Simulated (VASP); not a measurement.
Given:

```xyz
2
Lattice="2.7200 0.0000 0.0000 0.0000 2.7200 0.0000 0.0000 0.0000 3.7100" Properties=species:S:1:pos:R:3 pbc="T T T"
Fe     0.0000     0.0000     0.0000
Pt     1.3600     1.3600     1.8550
```
Starting moments (μB, in the order of the record's atoms Fe Pt): 3.0 0.0.

Method: PBE GGA with D3 dispersion (Becke-Johnson damping), VASP's PBE PAW potentials (set 64) (plane waves; VASP). Settings: 520 eV cut-off, 12×12×9 Γ-centred mesh, first-order Methfessel-Paxton smearing of 0.10 eV, potentials Fe Pt.

The ions, cell shape and volume are relaxed. What does this cell relax into?

```xyz
2
Lattice="2.7002 0.0000 0.0000 0.0000 2.7002 0.0000 0.0000 0.0000 3.7235" Properties=species:S:1:pos:R:3 pbc="T T T"
Fe     0.0000     0.0000     0.0000
Pt     1.3501     1.3501     1.8617
```
Space group P4/mmm (123), at a tolerance of 0.03 Å. The cell ends with 3.23 μB, on the sites 2.89 0.32 μB.

How do energy and volume change from the first to the last step?

The energy (σ→0) changes by -1.5 meV/atom and the volume by -1.1 %, in 5 ionic steps.

The compound is FePt in the L1_0 structure. This run relaxes it. Symmetry was kept, so distortions that lower it aren't found.
